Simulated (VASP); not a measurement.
Here is the system:

```xyz
3
Lattice="1.8719 -3.2422 0.0000 1.8719 3.2422 0.0000 0.0000 0.0000 4.9224" Properties=species:S:1:pos:R:3 pbc="T T T"
Pt     0.0000     0.0000     0.0000
Se     1.8719     1.0807     1.2814
Se     1.8719    -1.0807     3.6410
```

The numbers are results of optB86b-vdW, VASP's PBE PAW potentials (set 64) (plane waves; VASP), not measurements. Settings: 520 eV cut-off, 9×9×6 Γ-centred mesh, first-order Methfessel-Paxton smearing of 0.10 eV, potentials Pt Se.

**Question.** The ions and cell shape at fixed volume are relaxed. What does this cell relax into?

**Answer.** 
```xyz
3
Lattice="1.8857 -3.2662 0.0000 1.8857 3.2662 0.0000 0.0000 0.0000 4.8502" Properties=species:S:1:pos:R:3 pbc="T T T"
Pt     0.0000     0.0000     0.0000
Se     1.8857     1.0887     1.2906
Se     1.8857    -1.0887     3.5596
```
Space group P-3m1 (164), at a tolerance of 0.03 Å.

**Question.** How much energy does the relaxation gain?

**Answer.** The energy (σ→0) changes by -4.1 meV/atom, in 6 ionic steps.

The compound is PtSe2 in the 1T layered structure. This cell is one point of a volume scan, at 0.97 of the reference volume. Symmetry was kept, so distortions that lower it aren't found.
